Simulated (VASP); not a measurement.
Given:

```xyz
2
Lattice="0.0000 3.2250 3.2250 3.2250 0.0000 3.2250 3.2250 3.2250 0.0000" Properties=species:S:1:pos:R:3 pbc="T T T"
Ba     0.0000     0.0000     0.0000
S      3.2250     3.2250     3.2250
```

Computed with r2SCAN meta-GGA, VASP's PBE PAW potentials (set 64) (plane waves; VASP). Numerical set-up: 520 eV cut-off, 7×7×7 Γ-centred mesh, Gaussian smearing of 0.050 eV, potentials Ba_sv S.

Task: What does the run give for the energy per atom (σ→0)?

Result: 
The energy per atom (σ→0) is -19.604 eV/atom.

Only differences to runs with the same potentials and settings are physical.

The compound is BaS in the rock salt structure. It was relaxed first.
